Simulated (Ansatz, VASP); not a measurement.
**GaSb in two plane-wave programs**

One calculation is typed for both programs; each brings its own data sets. How far apart do they land? The cell is taken from a series of runs on this material, whose earlier steps may have relaxed, scaled, displaced or heated it; both programs get it as it stands.

Calculated with Ansatz 0.2.0; plane waves, with VASP 6.6.1 beside it; zone-centre phonons at LDA.

### 1. Starting point

Symmetry: R3m, No. 160, trigonal system. Conventional cell: a = 4.320 Å, b = 4.320 Å, c = 10.426 Å, α = 90.00°, β = 90.00°, γ = 120.00°. Nearest to Ga lie 4 Sb at 2.62 to 2.64 Å. Sb has 4 Ga at 2.62 to 2.64 Å nearest. Farther neighbours are not listed.

Structure file:

```cif
data_structure
_symmetry_space_group_name_H-M 'P 1'
_symmetry_Int_Tables_number 1
_cell_length_a 4.2775
_cell_length_b 4.2775
_cell_length_c 4.2775
_cell_angle_alpha 60.656
_cell_angle_beta 60.656
_cell_angle_gamma 60.656
_cell_volume 56.16
loop_
_atom_site_label
_atom_site_type_symbol
_atom_site_fract_x
_atom_site_fract_y
_atom_site_fract_z
_atom_site_occupancy
Ga1 Ga 0.00074 0.00074 0.00074 1
Sb2 Sb 0.74926 0.74926 0.74926 1
```

### 2. Ansatz: zone-centre phonons, LDA

Ansatz runs on its PAW soft_1 files.

Second derivatives magnify differences that forces hide, and they need a tight electronic threshold.

input.yaml

```yaml
crystal:
  lattice:
    - [-0.0300037566, 3.0246060414, 3.0246060414]
    - [3.0246060414, -0.0300037566, 3.0246060414]
    - [3.0246060414, 3.0246060414, -0.0300037566]
  atoms:
    - { symbol: Ga, position: [0.0007438762, 0.0007438762, 0.0007438762] }
    - { symbol: Sb, position: [0.7492561238, 0.7492561238, 0.7492561238] }
kpoints:
  mp_grid: { grid: [12, 12, 12] }
hamiltonian:
  xc: lda
  pseudopotentials: { kind: paw, azcp: { folder: soft_1 }, xc_functional: pbe }
scf:
  occupations: { method: methfessel_paxton, width: 0.2 }
output:
  eigenvalues: true
phonons:
  method: dfpt
```

Command:

```console
$ ansatz run input.yaml --threads 4 --pin off --max-ram 10240MiB --backend cpu --events-out ev --progress --plain --runs-dir out
```

Numbers of over 12 decimals in the logs are rounded to 6 here.

The log of the run:

```text
Engine: ansatz 0.2.0, x86_64-unknown-linux-gnu
Pseudopotentials: kind: paw
Pseudopotential: Ga, paw, valence charge 13, recommended cutoff 420 eV (normal), soft_1/Ga.paw.azcp
Pseudopotential: Sb, paw, valence charge 15, recommended cutoff 420 eV (normal), soft_1/Sb.paw.azcp
Functional definition: SPW92
  exchange = slater_x
  correlation = pw_c
Crystal: 2 atoms, lattice volume = 56.163 Å³
Basis set: ecut = 420 eV, 1091 PW (Γ), exchange–correlation on 60×60×60 points (8 copies of the dense FFT grid, shifted against one another)
Bands: 18, of which v1, the nominal top of the filled ones, is band 14 counted from 1 (13 counted from 0)
Symmetry: 6 space group operations
k-points: 476 of 1728 (irreducible under 2 space group operations, time reversal used)
Non-local potential: Ga, projectors of the file, l = 0: 2, l = 1: 2, l = 2: 3, l = 3: 1
Non-local potential: Sb, projectors of the file, l = 0: 2, l = 1: 2, l = 2: 2, l = 3: 1
PAW form: soft (Blöchl's): semilocal exchange-correlation on the pseudo side does not see the compensation charge
PAW frozen core: Ga, regenerated for the run's functional, and the local potential with it (the file was generated under x = pbe(κ = 0.804, μ = 0.219515), c = pbe(β = 0.066725))
PAW frozen core: Sb, regenerated for the run's functional, and the local potential with it (the file was generated under x = pbe(κ = 0.804, μ = 0.219515), c = pbe(β = 0.066725))
PAW one-centre angular grid: Ga, 590 points (default); XC on 64 Gauss nodes
PAW one-centre angular grid: Sb, 590 points (default); XC on 64 Gauss nodes
Initial density: superposition of atomic densities (chi_scale 0.1, normalization cell, long waves kept (reshape's long-wave potential 0.00 eV rms))
Initial wavefunctions: pseudopotential atomic-orbital guess
Functional: x = slater, c = lda
SCF iter   1: F=—  HF=-10043.245891 eV  |F-HF|=—  |Δ(HF+E_count)|=         —  Δρ=3.10e-2  dr2=4.48e-1  ethr=3.10e-3  ⟨swp⟩=5.5  Hψ=43860  notcnv=0
preconditioner: auto → Kerker (q_TF=auto, 2.429 Å⁻¹)  [metal: Δε(μ)=0.108 eV  Ē_g=14.896 eV  σ=0.200 eV  W_gap=0.43  n_scr=14 (ndim 8)  ℏωp=21.0 eV  f_vac=0.005  D(μ)=0.04/eV (n_scr^D=0)]
SCF iter   2: F=—  HF=-10043.179134 eV  |F-HF|=—  |Δ(HF+E_count)|=   6.68e-2  S|Δr|=    0.00e0  Δρ=1.97e-2  dr2=2.10e-1  ethr=1.60e-3  ⟨swp⟩=1.0  Hψ=12386  notcnv=0
SCF iter   3: F=—  HF=-10043.119894 eV  |F-HF|=—  |Δ(HF+E_count)|=   5.92e-2  S|Δr|=    0.00e0  Δρ=3.53e-3  dr2=1.55e-2  ethr=7.49e-4  ⟨swp⟩=2.3  Hψ=10343  notcnv=0
SCF iter   4: F=—  HF=-10043.118190 eV  |F-HF|=—  |Δ(HF+E_count)|=   1.70e-3  S|Δr|=    0.00e0  Δρ=1.72e-3  dr2=3.70e-3  ethr=5.54e-5  ⟨swp⟩=2.0  Hψ=11493  notcnv=0
SCF iter   5: F=—  HF=-10043.118748 eV  |F-HF|=—  |Δ(HF+E_count)|=   5.58e-4  S|Δr|=    0.00e0  Δρ=1.72e-3  dr2=1.18e-3  ethr=1.32e-5  ⟨swp⟩=2.0  Hψ=12853  notcnv=0
SCF iter   6: F=—  HF=-10043.117551 eV  |F-HF|=—  |Δ(HF+E_count)|=   1.20e-3  S|Δr|=    0.00e0  Δρ=3.00e-4  dr2=2.99e-5  ethr=4.20e-6  ⟨swp⟩=2.0  Hψ=12824  notcnv=0
SCF iter   7: F=—  HF=-10043.117617 eV  |F-HF|=—  |Δ(HF+E_count)|=   6.65e-5  S|Δr|=    0.00e0  Δρ=1.02e-4  dr2=4.15e-6  ethr=1.07e-7  ⟨swp⟩=2.0  Hψ=12857  notcnv=0
SCF iter   8: F=—  HF=-10043.117618 eV  |F-HF|=—  |Δ(HF+E_count)|=   1.07e-6  S|Δr|=    0.00e0  Δρ=1.86e-5  dr2=1.08e-7  ethr=1.48e-8  ⟨swp⟩=2.9  Hψ=13667  notcnv=0
SCF iter   9: F=—  HF=-10043.117619 eV  |F-HF|=—  |Δ(HF+E_count)|=   1.99e-7  S|Δr|=    0.00e0  Δρ=5.48e-6  dr2=2.24e-8  ethr=3.86e-10  ⟨swp⟩=2.0  Hψ=12591  notcnv=0
SCF iter  10: F=—  HF=-10043.117619 eV  |F-HF|=—  |Δ(HF+E_count)|=   1.42e-8  S|Δr|=    0.00e0  Δρ=1.45e-6  dr2=2.58e-9  ethr=8.00e-11  ⟨swp⟩=2.5  Hψ=12765  notcnv=0
SCF iter  11: F=—  HF=-10043.117619 eV  |F-HF|=—  |Δ(HF+E_count)|=  4.84e-10  S|Δr|=    0.00e0  Δρ=5.61e-7  dr2=3.28e-10  ethr=9.21e-12  ⟨swp⟩=2.7  Hψ=14194  notcnv=0
SCF iter  12: F=—  HF=-10043.117619 eV  |F-HF|=—  |Δ(HF+E_count)|=  6.73e-11  S|Δr|=    0.00e0  Δρ=1.85e-7  dr2=2.92e-11  ethr=1.17e-12  ⟨swp⟩=2.5  Hψ=15408  notcnv=0
SCF iter  13: F=-10043.117619 eV  HF=-10043.117619 eV  |F-HF|=0.00e0  |Δ(HF+E_count)|=  1.82e-12  S|Δr|=    0.00e0  Δρ=4.92e-8  dr2=1.27e-12  ethr=1.00e-12  ⟨swp⟩=6.0  Hψ=38755  notcnv=0
SCF 1 converged in 13 iterations: F = -10043.117619 eV  dr2 = 1.27e-12
  greatest PAW one-centre occupation: 0.996 electrons in one spin orbital (limit 2), on the Sb atom at site 1 (counted from 0), in its partial waves of l = 2
DFPT response loops at Γ: preconditioner auto → Kerker (q_TF=auto, 2.429 Å⁻¹) (partly filled bands, converged f_vac=0.075); β = 1.00, the filter's whole step (`scf.mixing.beta` (0.50) is not read by the response loops under this deck's `scf.mixing.preconditioner`; to damp them name `kerker` or `kerker_dos`, under which they read `scf.mixing.beta`, and type it under 1.00, their step now; both keys bind the ground state too); Broyden in place of MSR1
SCF converged after 13 iterations
Stability not checked: this state was not tested for a lower state beside it, because cold or Methfessel-Paxton smearing, or corrected tetrahedra, fill the levels in a way that the test cannot read (fill_not_monotonic; see scf.lower_state_search)
Free energy (F): -10043.117619 eV
Harris-Foulkes:  -10043.117619 eV  (|F-HF|=0.00e0)
Internal energy: -10043.118024 eV  (E = F + TS)
E sigma→0 (E₀):  -10043.117720 eV
Entropy (-TS):   0.000406 eV (0.203 meV/atom)
Fermi energy:    7.806570 eV
Step filling:    the computed levels leave a gap of 0.1290 eV = 0.6 smearing widths at the electron count; against every level under it full and every level over it empty, smearing changes F+E_penalty+E_count by +0.199 meV and its σ→0 estimate by +0.097 meV
--- Per-component energies (eV) ---
  E_band       = -261.396239
  E_kinetic    = 277.380099
  E_local      = -3362.451286  (includes V_loc(G=0)·N_el)
  E_nonlocal   = 302.838028
  E_hartree    = 1719.505970
  E_xc         = -161.381336
  E_vxc        = -147.430207  (∫ρ·V_xc dr)
  E_paw        = -6311.365369  (= ΣΔE_a)
  E_vpaw       = -770.744706  (= ΣTr[D̂ρ^β])
  E_aug_tail   = -0.000104  (compensation charges beyond the density's cutoff)
  E_ewald      = -2509.931318
  E_core_change = 2.287292  (= ΣΔE_core)
  E_smearing   = 0.000406  (= −TS)
  E_closure    = -0.000000  (closes the sum)
  Σ components = -10043.117619   (vs F -10043.117619, Δ=0.00e0)
--- Band table (eV; the first three rows and the last of 476) ---
  k-point 0: bands = [... 10 lower, -3.9194, 7.6918, 7.7116, 7.7116, 7.8406, 10.4810, 10.4810, 10.6127]
  k-point 1: bands = [... 10 lower, -3.8470, 6.3681, 7.5884, 7.6861, 8.6170, 10.6534, 10.7281, 10.7870]
  k-point 2: bands = [... 10 lower, -3.6343, 4.9524, 7.3104, 7.3973, 8.7352, 11.0352, 11.1261, 11.6715]
  k-point 475: bands = [... 10 lower, -2.2019, 1.2790, 6.5020, 6.5020, 7.9398, 11.4416, 11.4416, 14.0021]
--- Phonons (Γ-DFPT): 2 representative perturbations + reference, on 476 of 1728 k-points (Σ response iterations 6) ---
  k mesh reduced under 2 symmetry operations, with k and −k counted as one. Each operation leaves every solved perturbation unchanged. A smaller set is not used because it would not reduce the number of displacements times k-points to solve
  ASR residual: 3.443e-5 → 0.000e0 eV/Å²; symmetrization residual: 1.231e-6 eV/Å²
  ASR residual per site (eV/Å²): 3.44e-5 5.96e-6
  Γ frequencies (cm⁻¹): 0.00 0.00 0.00 218.83 218.83 221.32
  non-analytic LO–TO correction: not included (Born effective charges unavailable; polar crystals: no LO–TO splitting at Γ)
```

### 3. VASP: zone-centre phonons, LDA

The same cell, functional (in two slightly different forms), mesh and smearing now go to VASP, with its own data sets.

Lines of VASP's logs that name or quote its potential files are left out, and so is its time.

INCAR

```
SYSTEM = GaSb
PREC = Accurate
ENCUT = 500
EDIFF = 1E-08
NELM = 120
ISMEAR = 1
SIGMA = 0.2
LREAL = .FALSE.
ALGO = Normal
GGA = CA
NBANDS = 15
LORBIT = 11
LWAVE = .FALSE.
LCHARG = .FALSE.
ISIF = 2
IBRION = 8
LASPH = .TRUE.
GGA_COMPAT = .FALSE.
EFERMI = MIDGAP
KPAR = 2
```

POSCAR

```
GaSb
1.0
   -0.0300037566      3.0246060414      3.0246060414
    3.0246060414     -0.0300037566      3.0246060414
    3.0246060414      3.0246060414     -0.0300037566
Ga Sb
1 1
Direct
    0.0007438762      0.0007438762      0.0007438762
    0.7492561238      0.7492561238      0.7492561238
```

KPOINTS

```
Automatic mesh
0
Gamma
12 12 12
0 0 0
```

Potentials, in the order of the species: Ga_d and Sb (LDA family, release 64).

Command:

```console
$ mpirun -np 2 vasp_std
```

The log of the run:

```text
[banner, memory and clock lines left out]
running    2 mpi-ranks, on    1 nodes
 distrk:  each k-point on    1 cores,    2 groups
 distr:  one band on    1 cores,    1 groups

 POSCAR found type information on POSCAR GaSb
 POSCAR found :  2 types and       2 ions
 LDA part: xc-table for (Slater(with rela. corr.)+CA(PZ))
 , standard interpolation
 POSCAR, INCAR and KPOINTS ok, starting setup
 FFT: planning ... GRIDC
 FFT: planning ... GRID_SOFT
 FFT: planning ... GRID
 WAVECAR not read
 entering main loop
       N       E                     dE             d eps       ncg     rms          rms(c)
DAV:   1     0.803309067042E+02    0.80331E+02   -0.85258E+03  5758   0.145E+03
DAV:   2    -0.249813176264E+01   -0.82829E+02   -0.79781E+02  6636   0.300E+02
DAV:   3    -0.868292142075E+01   -0.61848E+01   -0.61663E+01  6797   0.681E+01
DAV:   4    -0.879260066028E+01   -0.10968E+00   -0.10966E+00  7007   0.102E+01
DAV:   5    -0.879524882226E+01   -0.26482E-02   -0.26481E-02  7215   0.139E+00    0.336E+00
DAV:   6    -0.870639572259E+01    0.88853E-01   -0.75414E-02  8359   0.445E+00    0.195E+00
DAV:   7    -0.867061301713E+01    0.35783E-01   -0.51558E-02  6510   0.182E+00    0.293E-01
DAV:   8    -0.867033665198E+01    0.27637E-03   -0.47598E-03  7160   0.848E-01    0.963E-02
DAV:   9    -0.867041505436E+01   -0.78402E-04   -0.34291E-04  6802   0.165E-01    0.385E-02
DAV:  10    -0.867040834228E+01    0.67121E-05   -0.17519E-05  7388   0.363E-02    0.135E-02
DAV:  11    -0.867041064090E+01   -0.22986E-05   -0.43663E-06  6574   0.195E-02    0.504E-03
DAV:  12    -0.867041061510E+01    0.25796E-07   -0.22120E-07  7197   0.356E-03    0.112E-03
DAV:  13    -0.867041062413E+01   -0.90258E-08   -0.20738E-08  6943   0.130E-03
   1 F= -.86704106E+01 E0= -.86705442E+01  d E =0.400606E-03
 Linear response reoptimize wavefunctions to high precision
DAV:   1    -0.867041062416E+01   -0.33651E-10   -0.83343E-10  5776   0.374E-04
 Linear response DOF=           2
 Linear response progress:
  Degree of freedom:   1/  2
       N       E                     dE             d eps       ncg     rms          rms(c)
RMM:   1    -0.168168412546E+00   -0.16817E+00    0.95167E-02 17748   0.848E+00
RMM:   2    -0.166702355860E+00    0.14661E-02   -0.26938E-02 26739   0.136E+00    0.402E-02
RMM:   3    -0.166840754173E+00   -0.13840E-03   -0.33797E-03 27577   0.451E-01    0.259E-02
RMM:   4    -0.166810612350E+00    0.30142E-04   -0.16568E-03 30441   0.220E-01    0.147E-02
RMM:   5    -0.166843655658E+00   -0.33043E-04   -0.75776E-05 29535   0.551E-02    0.457E-03
RMM:   6    -0.166844445504E+00   -0.78985E-06   -0.12345E-05 29654   0.231E-02    0.720E-04
RMM:   7    -0.166836654050E+00    0.77915E-05   -0.11257E-05 29021   0.103E-02    0.618E-04
RMM:   8    -0.166837998984E+00   -0.13449E-05   -0.44652E-07 28978   0.478E-03    0.270E-04
RMM:   9    -0.166840294205E+00   -0.22952E-05   -0.83443E-07 29350   0.228E-03    0.475E-05
RMM:  10    -0.166840305804E+00   -0.11599E-07   -0.78631E-08 29099   0.111E-03    0.451E-05
RMM:  11    -0.166840531272E+00   -0.22547E-06   -0.83233E-08 29968   0.550E-04    0.184E-05
RMM:  12    -0.166840693619E+00   -0.16235E-06   -0.12055E-07 29684   0.285E-04    0.860E-06
RMM:  13    -0.166840748654E+00   -0.55035E-07   -0.72038E-09 29751   0.154E-04    0.759E-07
RMM:  14    -0.166840727665E+00    0.20988E-07   -0.18536E-08 29006   0.901E-05    0.390E-06
RMM:  15    -0.166840755948E+00   -0.28283E-07    0.10579E-08 29383   0.587E-05    0.271E-07
RMM:  16    -0.166840757462E+00   -0.15133E-08    0.49946E-09 30861   0.424E-05    0.635E-07
 first order change of Fermi-energy   0.71729E+00
 force on displaced ion       1 direction 1 :  -7.992  -0.068  -0.068
 Linear response progress:
  Degree of freedom:   2/  2
       N       E                     dE             d eps       ncg     rms          rms(c)
RMM:   1    -0.293827715525E-01   -0.29383E-01    0.15473E-03 28566   0.139E+00
RMM:   2    -0.265676657862E-01    0.28151E-02   -0.36613E-03 26273   0.390E-01    0.674E-02
RMM:   3    -0.264977786794E-01    0.69887E-04   -0.21361E-04 28971   0.105E-01    0.360E-02
RMM:   4    -0.265154595339E-01   -0.17681E-04   -0.37954E-05 29019   0.448E-02    0.455E-03
RMM:   5    -0.265210993822E-01   -0.56398E-05   -0.49767E-06 30229   0.155E-02    0.292E-03
RMM:   6    -0.265140697767E-01    0.70296E-05   -0.10437E-06 28991   0.489E-03    0.684E-04
RMM:   7    -0.265131783902E-01    0.89139E-06   -0.11231E-07 29886   0.148E-03    0.295E-04
RMM:   8    -0.265127935950E-01    0.38480E-06   -0.36017E-08 28633   0.545E-04    0.834E-05
RMM:   9    -0.265127682441E-01    0.25351E-07   -0.13302E-09 29649   0.206E-04    0.331E-05
RMM:  10    -0.265127837544E-01   -0.15510E-07   -0.16893E-09 28762   0.802E-05    0.695E-06
RMM:  11    -0.265127759697E-01    0.77848E-08   -0.17979E-09 30092   0.305E-05    0.340E-06
 first order change of Fermi-energy  -0.71691E+00
 force on displaced ion       2 direction 1 :  -8.021  -0.060  -0.060
 Linear response finished
```

(Part 1 of 2 ends here.)

[Lines on the potential files, build, host, timing and source positions are cut from VASP's logs without a mark.]

[Logs are printed without paths, hosts, clocks, repeated set-up lines and the standing remarks that a program may print on its own settings, such as how far it seeks lower states.]

[Hosts, paths, dates, database ids (printed as entryN), source tags and the programs' standing remarks are cut or masked in the printed files.]
